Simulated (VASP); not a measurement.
Input for VASP

**INCAR**
```
ALGO=Normal
EDIFF=1E-4
ENCUT=400
GGA=PE
ISIF=2
ISMEAR=1
LASPH=T
LCHARG=F
LMAXMIX=6
LREAL=F
LWAVE=F
NELM=100
PREC=Accurate
SIGMA=0.1
SYSTEM=PtAl2
```

### KPOINTS
```
K-points
0
Gamma
 8 8 8
0 0 0
```

POSCAR:
```
PtAl2
1
    0.0000000000     2.9458750000     2.9097330000
    2.9896130000     0.0000000000     2.9097330000
    2.9896130000     2.9458750000     0.0000000000
Al Pt
2 1
Direct
  0.2500000000   0.2500000000   0.2500000000
  0.7500000000   0.7500000000   0.7500000000
 -0.0152690000   0.0152690000   0.0152690000
```

POTCAR, in this order: Al Pt (PBE.64 set). Program: vasp_std.

Problem. Write an equivalent input for Quantum ESPRESSO's pw.x.

Solution. One equivalent input (not run):
```
&CONTROL
  calculation = 'scf'
  pseudo_dir = './pseudo'
  outdir = './out'
  tprnfor = .true.
  tstress = .true.
/
&SYSTEM
  ibrav = 0
  nat = 3
  ntyp = 2
  ecutwfc = 84
  occupations = 'smearing'
  smearing = 'methfessel-paxton'
  degauss = 0.00735
  input_dft = 'pbe'
/
&ELECTRONS
  conv_thr = 7.3e-06
  electron_maxstep = 100
/
ATOMIC_SPECIES
  Al 26.982 Al.upf
  Pt 195.084 Pt.upf
CELL_PARAMETERS angstrom
     0.0000000    2.9458750    2.9097330
     2.9896130    0.0000000    2.9097330
     2.9896130    2.9458750    0.0000000
ATOMIC_POSITIONS crystal
  Al   0.2500000  0.2500000  0.2500000
  Al   0.7500000  0.7500000  0.7500000
  Pt  -0.0152690  0.0152690  0.0152690
K_POINTS automatic
  8 8 8 0 0 0
```
The two are equivalent in intent, not identical: the potentials are each code's own (VASP's PAW set, PseudoDojo norm-conserving files in pw.x), so ENCUT and ecutwfc are chosen apart and not converted; conv_thr bounds pw.x's estimated SCF error, while EDIFF bounds the energy change between steps.

The compound is PtAl2 in the fluorite structure. The cell was not relaxed at this level, atoms are displaced from their ideal sites. The run is one of a series of settings (EDIFF = 1E-4 against the base run), some of them coarse on purpose.
